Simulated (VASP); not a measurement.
Input:

```xyz
1
Lattice="3.2803 0.0000 0.0000 0.0000 3.2803 0.0000 0.0000 0.0000 3.2803" Properties=species:S:1:pos:R:3 pbc="T T T"
Dy     0.0000     0.0000     0.0000
```

Computed with r2SCAN meta-GGA, VASP's PBE PAW potentials (set 64) (plane waves; VASP). Run with 400 eV cut-off, 10×10×10 Γ-centred mesh, first-order Methfessel-Paxton smearing of 0.10 eV, potentials Dy_3.

The 4f electrons are frozen in the core of the lanthanide potential, so 4f levels, which can set the real gap, and their magnetism are missing. Energy and stress use the plane-wave basis of the starting cell.

The ions, cell shape and volume are relaxed. Which structure does the run end with?

```xyz
1
Lattice="3.2279 0.0000 0.0000 0.0000 3.2279 0.0000 0.0000 0.0000 3.2279" Properties=species:S:1:pos:R:3 pbc="T T T"
Dy     0.0000     0.0000     0.0000
```
Space group Pm-3m (221), at a tolerance of 0.03 Å.

How do energy and volume change from the first to the last step?

The energy (σ→0) changes by -7.6 meV/atom and the volume by -4.7 %, in 3 ionic steps.

| step | E(σ→0) (eV) | max force (eV/Å) | pressure (GPa) | volume (Å³) |
|---|---|---|---|---|
| 1 | -31.1147 | 0.000 | -1.39 | 35.30 |
| 2 | -31.1222 | 0.000 | -0.11 | 33.76 |
| 3 | -31.1223 | 0.000 | -0.01 | 33.63 |

The structure was generated: Dy was put into the simple-cubic type (Pm-3m), which need not be its known phase. This run relaxes it. Symmetry was kept, so distortions that lower it aren't found.
